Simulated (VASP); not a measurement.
Runs of VASP 6.6.1 on RbGeN. It takes space group I4_1md (No. 109, tetragonal). The conventional cell has a = 5.070 Å, b = 5.070 Å, c = 12.763 Å, α = 90.00°, β = 90.00°, γ = 90.00°. Rb (site symmetry 2mm) is surrounded by 2 N at 3.06 Å. Ge (site symmetry 2mm) has 1 N at 1.73 Å as nearest neighbours. Around N (site symmetry 2mm) lie 1 Ge at 1.73 Å. The cell was built by a generator and needn't be a form met in nature.

| task | cell | k mesh | cutoff (eV) | smearing | target pressure | gap on the mesh (eV) | pressure (GPa) | relaxed volume (Å³/atom) | largest force (eV/Å) |
| --- | --- | --- | --- | --- | --- | --- | --- | --- | --- |
| relaxation of cell and atoms | relaxed to 5 GPa | 6 × 6 × 6 | 600 | fermi-dirac 0.05 eV | 5 GPa | 1.06 | 5.0 | - | 0.01 |
| relaxation of cell and atoms | relaxed to 2 GPa | 6 × 6 × 6 | 600 | fermi-dirac 0.05 eV | 2 GPa | 1.25 | 2.0 | - | 0.01 |
| relaxation of cell and atoms | relaxed | 6 × 6 × 6 | 600 | gaussian 0.05 eV | - | 1.73 | 0.0 | 27.30 | - |
| single point | as given | 8 × 8 × 8 | 520 | fermi-dirac 0.05 eV | - | 1.49 | (a) | - | 0.11 |
| relaxation of cell and atoms | relaxed | 6 × 6 × 6 | 600 | fermi-dirac 0.05 eV | - | (b) | 0.0 | 27.31 | - |

Alike in all rows: level PBE; potentials or basis VASP PAW PBE potentials, release 64 (Rb_sv, Ge_d, N); no spin polarisation.

Problem. Fill in the values left out.

Solution. (a) -0.1; (b) 1.47.

Caveats: the cell is relaxed towards a set pressure, so the enthalpy falls and the energy may rise (some runs); the volume moved by over 15 % at a fixed basis, so the end points are rough (some runs).

A k mesh can miss the band edges, and the runs leave out spin-orbit coupling on Ge, Rb.
